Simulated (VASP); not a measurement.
Crystal: Lu.

```
Lu
1.0
     3.51805    0.00000    0.00000
    -1.75903    3.04672    0.00000
     0.00000    0.00000    5.44608
Lu
2
Cartesian
  0.0000 2.0311 1.3615
  1.7590 1.0156 4.0846
```

| Property | Result |
| --- | --- |
| Program | VASP 6.6.1 |
| Task | relaxation of cell and atoms |
| Functional | RPBE |
| Potentials or basis | VASP PAW PBE potentials, release 64 (Lu) |
| Cutoff | 600 eV |
| k mesh | 15 × 15 × 8 |
| Occupations | gaussian, width 0.1 eV |
| Spin | no spin polarisation |

At the start: pressure 2.0 GPa; volume 29.19 Å³/atom.

**Question.** How do energy, volume and symmetry change on relaxing?

**Answer.** Over 9 steps the energy falls by 8.7 meV/atom and the volume is 30.50 Å³/atom (+4.5 %); space group P6_3/mmc (No. 194, to 0.05 Å).

Step by step:
```
step  energy change (eV)  largest force (eV/Å)  pressure (GPa)  volume (Å³)
   1              0.0000                0.0000            2.01        58.37
   2             -0.0168                0.0000           -0.34        61.53
   3             -0.0172                0.0000           -0.04        61.08
   4             -0.0172                0.0000            0.02        61.03
   5             -0.0173                0.0000           -0.21        61.01
   6             -0.0173                0.0000           -0.14        60.99
   7             -0.0174                0.0000            0.06        61.00
   8             -0.0174                0.0000            0.05        61.01
   9             -0.0174                0.0000            0.00        61.00
```

Final structure:
```yaml
crystal:
  lattice:
    - [3.55923, 0.00000, 0.00000]
    - [-1.77962, 3.08238, 0.00000]
    - [0.00000, 0.00000, 5.56057]
  atoms:
    - { symbol: Lu, position: [0.33333, 0.66667, 0.25000] }
    - { symbol: Lu, position: [0.66667, 0.33333, 0.75000] }
```

Caveat: the PAW data sets were made with another functional, which shifts forces and pressure a little.
